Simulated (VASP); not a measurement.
All values below come from LDA (Ceperley-Alder, Perdew-Zunger), VASP's LDA PAW potentials (set 64) (plane waves; VASP 6.6.1).

VASP ran on this input.

KPOINTS:
```
k-points along high-symmetry lines
10
Line-mode
Reciprocal
  0.000000   0.000000   0.000000 ! GAMMA
 -0.000000   0.500000   0.000000 ! M

 -0.000000   0.500000   0.000000 ! M
 -0.333333   0.666667   0.000000 ! K

 -0.333333   0.666667   0.000000 ! K
  0.000000   0.000000   0.000000 ! GAMMA

  0.000000   0.000000   0.000000 ! GAMMA
  0.000000   0.000000   0.500000 ! A

  0.000000   0.000000   0.500000 ! A
 -0.000000   0.500000   0.500000 ! L

 -0.000000   0.500000   0.500000 ! L
 -0.333333   0.666667   0.500000 ! H

 -0.333333   0.666667   0.500000 ! H
  0.000000   0.000000   0.500000 ! A

 -0.000000   0.500000   0.500000 ! L
 -0.000000   0.500000   0.000000 ! M

 -0.333333   0.666667   0.500000 ! H
 -0.333333   0.666667   0.000000 ! K
```

INCAR:
```
NELM=100
ALGO=Normal
ICHARG=11
EDIFF=1E-7
SIGMA=0.05   # width (eV)
PREC=Accurate
LORBIT=11   # lm-projected
LREAL=.False.
SYSTEM=BN
LWAVE=.False.
LASPH=.True.   # aspherical one-centre terms
LCHARG=.False.
ENCUT=520   # plane-wave cut-off (eV)
ISMEAR=0   # Gaussian
```

POSCAR:
```
BN
1.0
  1.2453450389  -2.1570012629   0.0000000000
  1.2453450389   2.1570012629   0.0000000000
  0.0000000000   0.0000000000   6.4613566291
B N
2 2
Cart
  1.2453450389   0.7190018590   1.6153391573
  1.2453450389  -0.7190018590   4.8460174718
  1.2453450389  -0.7190018590   1.6153391573
  1.2453450389   0.7190018590   4.8460174718
```

POTCAR, in this order: B N (LDA.64 set). Program: vasp_std. Read from the step before: CHGCAR.

Output

**OUTCAR**
```
 ion  position               nearest neighbor table
   1  0.333  0.667  0.250-   3 1.44   3 1.44   3 1.44
   2  0.667  0.333  0.750-   4 1.44   4 1.44   4 1.44
   3  0.667  0.333  0.250-   1 1.44   1 1.44   1 1.44
   4  0.333  0.667  0.750-   2 1.44   2 1.44   2 1.44
  LATTYP: Found a hexagonal cell.
 ALAT       =     2.4906904091
 C/A-ratio  =     2.5942030392
 Subroutine PRICEL returns:
 Original cell was already a primitive cell.
 Subroutine GETGRP returns: Found 24 space group operations
The static configuration has the point symmetry D_3d.
 The point group associated with its full space group is D_6h.
The dynamic configuration has the point symmetry D_3d.
 Subroutine INISYM returns: Found 24 space group operations
   k-points           NKPTS =     90   k-points in BZ     NKDIM =     90   number of bands    NBANDS=     12
   number of dos      NEDOS =    301   number of ions     NIONS =      4
   total plane-waves  NPLWV =  19200
   dimension x,y,z NGX =    20 NGY =   20 NGZ =   48
   dimension x,y,z NGXF=    40 NGYF=   40 NGZF=   96
   ions per type =               2   2
   PREC   = accura    normal or accurate (medium, high low for compatibility)
   ISTART =      0    job   : 0-new  1-cont  2-samecut
   ICHARG =     11    charge: 1-file 2-atom 10-const
   ISPIN  =      1    spin polarized calculation?
...
```

**OSZICAR**
```
       N       E                     dE             d eps       ncg     rms          rms(c)
DAV:   1     0.538538932710E+02    0.53854E+02   -0.81715E+03  2160   0.122E+03
DAV:   2    -0.328826658270E+02   -0.86737E+02   -0.77704E+02  3084   0.231E+02
DAV:   3    -0.364702642428E+02   -0.35876E+01   -0.35556E+01  2668   0.493E+01
DAV:   4    -0.365061332900E+02   -0.35869E-01   -0.35848E-01  2616   0.505E+00
DAV:   5    -0.365068218136E+02   -0.68852E-03   -0.68789E-03  2696   0.587E-01
DAV:   6    -0.365068421917E+02   -0.20378E-04   -0.20377E-04  2672   0.847E-02
DAV:   7    -0.365068429264E+02   -0.73469E-06   -0.73442E-06  2676   0.141E-02
DAV:   8    -0.365068429549E+02   -0.28444E-07   -0.28436E-07  2168   0.243E-03
   1 F= -.36506843E+02 E0= -.36506843E+02  d E =-.270390E-16
```

File OUTCAR:
```
 val. band max:        2.5052922176   @ k =  -0.2963   0.5926   0.0000

 cond. band min:       6.5068592300   @ k =   0.0000   0.5000   0.0000



 k-point     1 :       0.0000    0.0000    0.0000
  band No.  band energies     occupation
      1     -15.2711      2.00000
      2     -14.8873      2.00000
      3      -4.0916      2.00000
      4      -1.5871      2.00000
      5       1.1219      2.00000
      6       1.1220      2.00000
      7       1.1701      2.00000
      8       1.1702      2.00000
      9       7.5787      0.00000
     10      12.8776      0.00000
     11      13.9960      0.00000
     12      14.0217      0.00000

 k-point     2 :       0.0000    0.0556    0.0000
  band No.  band energies     occupation
      1     -15.2095      2.00000
      2     -14.8283      2.00000
      3      -4.0067      2.00000
      4      -1.5116      2.00000
      5       0.8703      2.00000
      6       0.9162      2.00000
      7       0.9995      2.00000
      8       1.0503      2.00000
      9       7.6900      0.00000
     10      12.8334      0.00000
     11      13.9399      0.00000
     12      14.1274      0.00000

 k-point     3 :       0.0000    0.1111    0.0000
  band No.  band energies     occupation
      1     -15.0262      2.00000
      2     -14.6528      2.00000
      3      -3.7532      2.00000
      4      -1.2873      2.00000
      5       0.1724      2.00000
      6       0.2186      2.00000
      7       0.6677      2.00000
      8       0.7246      2.00000
      9       8.0002      0.00000
     10      12.6773      0.00000
     11      13.7535      0.00000
     12      14.0596      0.00000

 k-point     4 :       0.0000    0.1667    0.0000
  band No.  band energies     occupation
      1     -14.7252      2.00000
      2     -14.3653      2.00000
      3      -3.3349      2.00000
      4      -0.9203      2.00000
      5      -0.8392      2.00000
      6      -0.7832      2.00000
      7       0.2082      2.00000
...
```

The density is held fixed in this step, so its total energy and stress have no physical meaning.

The compound is BN in the hex structure. It was relaxed first.
